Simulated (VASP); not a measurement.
Level of theory: LDA (Ceperley-Alder, Perdew-Zunger), VASP's LDA PAW potentials (set 64) (plane waves; VASP 6.6.1).

VASP input:

### KPOINTS
```
Automatic mesh
0
Gamma
18 18 18
0 0 0
```

INCAR:
```
LASPH = T
PREC = Accurate
ISMEAR = 1   ! Methfessel-Paxton
SIGMA = 0.1   ! width (eV)
LCHARG = F
LREAL = F
ALGO = Normal
LWAVE = F
SYSTEM = Cu
EDIFF = 1E-7   ! SCF stop (eV)
ENCUT = 520
LMAXMIX = 4
NELM = 100
ISIF = 2   ! forces and stress, cell fixed
```

File POSCAR:
```
Cu
1
    0.0000000000     1.7626931724     1.7626931724
    1.7626931724     0.0000000000     1.7626931724
    1.7626931724     1.7626931724     0.0000000000
Cu
1
Direct
  0.0000000000   0.0000000000   0.0000000000
```

POTCAR, in this order: Cu (LDA.64 set). Program: vasp_std.

What VASP printed:

**OSZICAR**
```
       N       E                     dE             d eps       ncg     rms          rms(c)
DAV:   1     0.344902206838E+02    0.34490E+02   -0.57547E+03  3687   0.214E+03
DAV:   2    -0.525795914650E+01   -0.39748E+02   -0.37640E+02  3527   0.198E+02
DAV:   3    -0.572019137016E+01   -0.46223E+00   -0.46099E+00  4192   0.310E+01
DAV:   4    -0.572353177632E+01   -0.33404E-02   -0.33396E-02  4302   0.234E+00
DAV:   5    -0.572357163537E+01   -0.39859E-04   -0.39859E-04  4205   0.206E-01    0.803E+00
DAV:   6    -0.508574990190E+01    0.63782E+00   -0.17448E+01  3687   0.102E+02    0.375E+00
DAV:   7    -0.472490206841E+01    0.36085E+00   -0.26038E+00  3736   0.392E+01    0.626E-01
DAV:   8    -0.470902167075E+01    0.15880E-01   -0.63599E-03  4017   0.139E+00    0.291E-01
DAV:   9    -0.470740910734E+01    0.16126E-02   -0.86732E-03  3975   0.202E+00    0.167E-02
DAV:  10    -0.470742087508E+01   -0.11768E-04   -0.31951E-05  5055   0.112E-01    0.438E-03
DAV:  11    -0.470742265538E+01   -0.17803E-05   -0.10720E-06  4670   0.139E-02    0.813E-04
DAV:  12    -0.470742264683E+01    0.85522E-08   -0.49833E-08  2120   0.494E-03
   1 F= -.47074226E+01 E0= -.47074055E+01  d E =-.513155E-04
```

### OUTCAR
```
------------------------ aborting loop because EDIFF is reached ----------------------------------------
  FORCE on cell =-STRESS in cart. coord.  units (eV):
  Direction    XX          YY          ZZ          XY          YZ          ZX
  --------------------------------------------------------------------------------------
  Total       -0.0109781     -0.0109781     -0.0109781      0.0000000      0.0000000      0.0000000
  in kB       -1.6057419     -1.6057419     -1.6057419      0.0000000      0.0000000      0.0000000
  external PRESSURE =      -1.6057419 kB  Pullay stress =       0.0000000 kB
  volume of cell :       10.95
      direct lattice vectors                 reciprocal lattice vectors
     0.000000000  1.762693172  1.762693172    -0.283656854  0.283656854  0.283656854
     1.762693172  0.000000000  1.762693172     0.283656854 -0.283656854  0.283656854
     1.762693172  1.762693172  0.000000000     0.283656854  0.283656854 -0.283656854
 POSITION                                       TOTAL-FORCE (eV/Angst)
 -----------------------------------------------------------------------------------
      0.00000      0.00000      0.00000         0.000000      0.000000      0.000000
 -----------------------------------------------------------------------------------
    total drift:                               -0.000000     -0.000000     -0.000000
  FREE ENERGIE OF THE ION-ELECTRON SYSTEM (eV)
  ---------------------------------------------------
  free  energy   TOTEN  =        -4.7074226468 eV

  energy  without entropy=       -4.7073713314  energy(sigma->0) =       -4.70740554
```
(Selected blocks of OUTCAR.)

File OUTCAR:
```
 val. band max:        8.2733278954   @ k =   0.5000   0.1111   0.0000

 cond. band min:       8.3086937465   @ k =  -0.4444   0.1111   0.0556


 Fermi energy:         8.2845221837

 k-point     1 :       0.0000    0.0000    0.0000
  band No.  band energies     occupation
      1      -1.6153      2.00000
      2       5.0114      2.00000
      3       5.0114      2.00000
      4       5.0114      2.00000
      5       5.9529      2.00000
      6       5.9529      2.00000
      7      31.5957      0.00000
      8      34.6672      0.00000
      9      34.6672      0.00000

 k-point     2 :       0.0556    0.0000    0.0000
  band No.  band energies     occupation
      1      -1.4965      2.00000
      2       4.9841      2.00000
      3       5.0355      2.00000
      4       5.0355      2.00000
      5       5.9431      2.00000
      6       5.9431      2.00000
      7      31.0243      0.00000
      8      33.1948      0.00000
      9      34.3028      0.00000

 k-point     3 :       0.1111    0.0000    0.0000
  band No.  band energies     occupation
      1      -1.1445      2.00000
      2       4.9101      2.00000
      3       5.0982      2.00000
      4       5.0982      2.00000
      5       5.9229      2.00000
      6       5.9229      2.00000
      7      28.6789      0.00000
      8      32.4506      0.00000
      9      33.6294      0.00000

 k-point     4 :       0.1667    0.0000    0.0000
  band No.  band energies     occupation
      1      -0.5741      2.00000
      2       4.8131      2.00000
      3       5.1679      2.00000
      4       5.1679      2.00000
      5       5.9219      2.00000
      6       5.9219      2.00000
      7      25.7401      0.00000
      8      32.1633      0.00000
      9      32.9838      0.00000

 k-point     5 :       0.2222    0.0000    0.0000
  band No.  band energies     occupation
      1       0.1814      2.00000
      2       4.7357      2.00000
      3       5.1978      2.00000
...
```

The compound is Cu in the fcc structure. It was relaxed first, which changed the volume by -7 %.
